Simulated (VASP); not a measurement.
# YBRh3 in VASP: a series of runs

The runs below take YBRh3 through single point, with PBE.

Program: VASP 6.6.1. These are calculated values, not measurements. Logs are shortened: lines on timing, memory, paths and dates and some standing lists are left out, and cuts for length are marked.

### Step 1. The crystal as given

The cell holds a amorphous, 10 atoms: a = 5.481 Å, b = 5.259 Å, c = 5.632 Å, α = 91.51°, β = 93.16°, γ = 91.19°.

The cell was built by a generator and needn't be a form met in nature.

### Step 2. Single point, PBE

INCAR

```
SYSTEM = YBRh3
PREC = Accurate ; ENCUT = 520
EDIFF = 1E-6 ; ISMEAR = 0
SIGMA = 0.1 ; LREAL = .FALSE.
LASPH = .TRUE. ; NELM = 100
ALGO = Fast ; ISIF = 2
LWAVE = .FALSE. ; LCHARG = .FALSE.
GGA = PE ; NBANDS = 70
```

KPOINTS

```
Automatic mesh
0
G
  3 3 3
  0 0 0
```

POSCAR

```
YBRh3
1.0
    5.4076660000     -0.6902300000     -0.5723170000
    0.5403250000      5.2287890000     -0.1504670000
    0.2786040000     -0.0164590000      5.6252930000
Y Rh B
2 6 2
Direct
    0.1813505058      0.5425425502      0.2907199194
    0.6753132263      0.5727604098      0.5964446261
    0.6009185535      0.8769425781      0.0146845369
    0.1509177350      0.9587542887      0.9911859999
    0.2086360743      0.5047460384      0.7950456259
    0.8312022192      0.0845938375      0.6811239417
    0.2047731252      0.0541572818      0.4535175367
    0.5936250683      0.3854770908      0.0593925151
    0.4386405717      0.1758754598      0.7439569652
    0.8530824892      0.1989353831      0.3087682404
```

Potentials or basis: VASP PAW PBE potentials, release 64 (Y_sv, Rh_pv, B).

On the command line:

```
cat potpaw_PBE.64/Y_sv/POTCAR potpaw_PBE.64/Rh_pv/POTCAR potpaw_PBE.64/B/POTCAR > POTCAR
mpirun -np 1 vasp_std > vasp.out
```

OUTCAR:

```text
SYSTEM = YBRh3
   PREC = Accurate
   ENCUT = 520
   EDIFF = 1E-6
   ISMEAR = 0
   LREAL = .FALSE.
   LASPH = .TRUE.
   NELM = 100
   ISIF = 2
   GGA = PE

 ion  position               nearest neighbor table
   1  0.181  0.543  0.291-  10 2.53   7 2.75   8 2.80   4 2.80   5 2.81   7 2.82   5 2.85   2 3.13
                             3 3.34   2 3.35   4 3.46   8 3.48   6 3.86
   2  0.675  0.573  0.596-   9 2.61  10 2.74   6 2.77   6 2.83   3 2.86   8 2.87   5 2.87   5 3.10
                             1 3.13   8 3.16   1 3.35   3 3.69   7 3.72   7 3.76   4 3.84
   3  0.601  0.877  0.015-   9 2.37   4 2.51   6 2.57   8 2.60  10 2.65   8 2.68   2 2.86   4 3.05
                             5 3.06   1 3.34   2 3.69
   4  0.151  0.959  0.991-   9 2.45   3 2.51   6 2.52   5 2.64   7 2.64   1 2.80   3 3.05   7 3.11
                             5 3.12   8 3.27   1 3.46   2 3.84
   5  0.209  0.505  0.795-   9 2.18   8 2.61   4 2.64   1 2.81   1 2.85   2 2.87   7 3.01   6 3.03
                             3 3.06   2 3.10   4 3.12
   6  0.831  0.085  0.681-  10 2.21   9 2.26   7 2.48   4 2.52   3 2.57   2 2.77   2 2.83   8 2.99
                             5 3.03   1 3.86
   7  0.205  0.054  0.454-   9 2.10  10 2.21   6 2.48   4 2.64   1 2.75   1 2.82   5 3.01   4 3.11
                             2 3.72   2 3.76
   8  0.594  0.385  0.059-   9 2.19  10 2.21   3 2.60   5 2.61   3 2.68   1 2.80   2 2.87   6 2.99
                             2 3.16   4 3.27   1 3.48
   9  0.439  0.176  0.744-   7 2.10   5 2.18   8 2.19   6 2.26   3 2.37   4 2.45   2 2.61
  10  0.853  0.199  0.309-   6 2.21   8 2.21   7 2.21   1 2.53   3 2.65   2 2.74

  LATTYP: Found a triclinic cell.
 ALAT       =    11.9612014197
 B/A-ratio  =     0.9864285124
 C/A-ratio  =     1.3651975417
 COS(alpha) =     0.0000989663
 COS(beta)  =     0.6048217816
 COS(gamma) =     0.7933116845

  Lattice vectors:

 A1 = (  -4.3270160000,  11.1478080000,   0.2713830000)
 A2 = (   1.3592540000,  10.4411190000,   5.3243590000)
 A3 = ( -10.8322150000,   6.6421670000, -10.2564190000)

Analysis of symmetry for initial positions (statically):
=====================================================================
 Subroutine PRICEL returns:
 Original cell was already a primitive cell.

 Routine SETGRP: Setting up the symmetry group for a
 triclinic supercell.

 Subroutine GETGRP returns: Found  1 space group operations
 (whereof  1 operations were pure point group operations)
 out of a pool of  2 trial point group operations.

The static configuration has the point symmetry C_1 .

[... 128 lines left out ...]
   NELECT =     118.0000    total number of electrons
   NUPDOWN=      -1.0000    fix difference up-down
   EMIN   =  10.00;   EMAX   =-10.00  energy-range for DOS
   EFERMI =   0.00;   METHOD = LEGACY
   ISMEAR =     0;   SIGMA  =   0.10  broadening in eV -4-tet -1-fermi 0-gaus
   EFERMI_NEDOS =   21; number of points for ismear=-14 and -15
   IALGO  =     68    algorithm
   IMIX   =      4    mixing-type and parameters
     AMIX     =   0.40;   BMIX     =  1.00
     AMIX_MAG =   1.60;   BMIX_MAG =  1.00
  volume/ion in A,a.u.               =      16.20       109.33
  Fermi-wavevector in a.u.,A,eV,Ry     =   1.472949  2.783470 29.518917  2.169579
  Thomas-Fermi vector in A             =   2.587902
   LORBIT       =      0    0 simple, 1 ext, 2 COOP (PROOUT), +10 PAW based schemes
   GGA     = PE    functional components
   LHFCALC =     F    Hartree Fock is set to
   AEXX    =    0.0000 exact exchange contribution
   IVDW    =     0    specifies the selected vdW correction
   LEPSILON=     F    determine dielectric tensor
   LRPA    =     F    only Hartree local field effects (RPA)
 non-spin polarized calculation
 RMM-DIIS sequential band-by-band and
 Gauss-broadening in eV      SIGMA  =   0.10
  energy-cutoff  :      520.00
  volume of cell :      162.01
 maximum number of plane-waves:      4376
 NGX is ok and might be reduce to    42
   NGX = 21   NGY = 19   NGZ = 21

 number of electron     117.9999997 magnetization

 Free energy of the ion-electron system (eV)
  ---------------------------------------------------
  ext. energy  EPLUGINS =         0.00000000
  ---------------------------------------------------
  free energy    TOTEN  =       -70.67813598 eV

  energy without entropy =      -70.62484274  energy(sigma->0) =      -70.65148936

 E-fermi :   7.3250     XC(G=0): -12.0060

 val. band max:        7.3090294458   @ k =   0.3333   0.3333   0.0000
 cond. band min:       7.3357281631   @ k =  -0.3333   0.0000   0.3333
 fundamental gap:      0.0266987173
 Fermi energy:         7.3249629956

 k-point     1 :       0.0000    0.0000    0.0000
  band No.  band energies     occupation
      1     -39.2368      2.00000
      2     -39.1706      2.00000
      3     -39.0014      2.00000
      4     -38.9616      2.00000
      5     -38.8926      2.00000
      6     -38.8664      2.00000
[... 1011 lines left out ...]
     69      10.8560      0.00000
     70      11.0293      0.00000

------------------------ aborting loop because EDIFF is reached ----------------------------------------

  FORCE on cell =-STRESS in cart. coord.  units (eV):
  Direction    XX          YY          ZZ          XY          YZ          ZX
  --------------------------------------------------------------------------------------
  -------------------------------------------------------------------------------------
  Total        0.3775207      1.8247553     -2.1906390     -0.5083757     -0.7538312     -2.5118906
  in kB        3.7334312     18.0456272    -21.6639751     -5.0275006     -7.4548931    -24.8409424
  external PRESSURE =       0.0383611 kB  Pullay stress =       0.0000000 kB

 VOLUME and BASIS-vectors are now :
 -----------------------------------------------------------------------------
  energy-cutoff  :      520.00
  volume of cell :      162.01
      direct lattice vectors                 reciprocal lattice vectors
     5.407666000 -0.690230000 -0.572317000     0.181537545 -0.019019796 -0.009046664
     0.540325000  5.228789000 -0.150467000     0.024024153  0.188747952 -0.000637589
     0.278604000 -0.016459000  5.625293000     0.019112225  0.003113613  0.176831057

 POSITION                                       TOTAL-FORCE (eV/Angst)
 -----------------------------------------------------------------------------------
      1.35483      2.70688      1.44996        -0.804764      0.352523     -0.972801
      4.12752      2.51891      2.88250         0.753201      1.050033     -0.128795
      3.72749      4.17033     -0.39326         0.867046     -0.650492      0.871361
      1.61030      4.89264      5.34508        -0.158329      1.644693     -0.357648
      1.62246      2.48212      4.27701        -0.630761     -0.271202     -1.133169
      4.73034     -0.14261      3.34308        -2.171978      1.314161     -0.532412
      1.26296      0.13437      2.42583         1.334952     -0.110307      0.014090
      3.43496      1.60486     -0.06364         2.125224     -1.005182      1.501791
      2.67432      0.60461      3.90747        -0.029889     -0.758085      1.076727
      4.80670      0.44629      1.21875        -1.284700     -1.566142     -0.339144
 -----------------------------------------------------------------------------------
    total drift:                               -0.000169     -0.000903      0.000052

  FREE ENERGIE OF THE ION-ELECTRON SYSTEM (eV)
  ---------------------------------------------------
  free  energy   TOTEN  =       -70.6781359849 eV

  energy  without entropy=      -70.6248427367  energy(sigma->0) =      -70.65148936
```

stdout:

```text
POSCAR found type information on POSCAR Y RhB
 POSCAR found :  3 types and      10 ions
 scaLAPACK will be used
 LDA part: xc-table for (Slater+PW92), standard interpolation
 POSCAR, INCAR and KPOINTS ok, starting setup
 FFT: planning ... GRIDC
 FFT: planning ... GRID_SOFT
 FFT: planning ... GRID
 WAVECAR not read
 entering main loop
WARNING in EDDRMM: call to ZHEGV failed, returncode =   6  3     36
WARNING in EDDRMM: call to ZHEGV failed, returncode =   6  3     44
WARNING in EDDRMM: call to ZHEGV failed, returncode =   8  4     52
WARNING in EDDRMM: call to ZHEGV failed, returncode =   6  3     51
WARNING in EDDRMM: call to ZHEGV failed, returncode =   6  3     35
```

It took 2.6 min on 1 thread of AMD EPYC 9R45 (Zen 5), shared host; peak memory 0.31 GiB.

What came out:

* Free energy: -70.6781 eV
* Pressure: 0.0 GPa
* Largest force: 2.790 eV/Å
* Band gap on the k mesh: none (metal or under the smearing width)

Forces in eV/Å, atoms in the order of the input:
```
Y   -0.805  0.353 -0.973
Y    0.753  1.050 -0.129
Rh   0.867 -0.650  0.871
Rh  -0.158  1.645 -0.358
Rh  -0.631 -0.271 -1.133
Rh  -2.172  1.314 -0.532
Rh   1.335 -0.110  0.014
Rh   2.125 -1.005  1.502
B   -0.030 -0.758  1.077
B   -1.285 -1.566 -0.339
```

Caveat: the k mesh is coarse (spacing up to 0.40 Å⁻¹), so the values aren't converged.

[end of part 1 of 2]
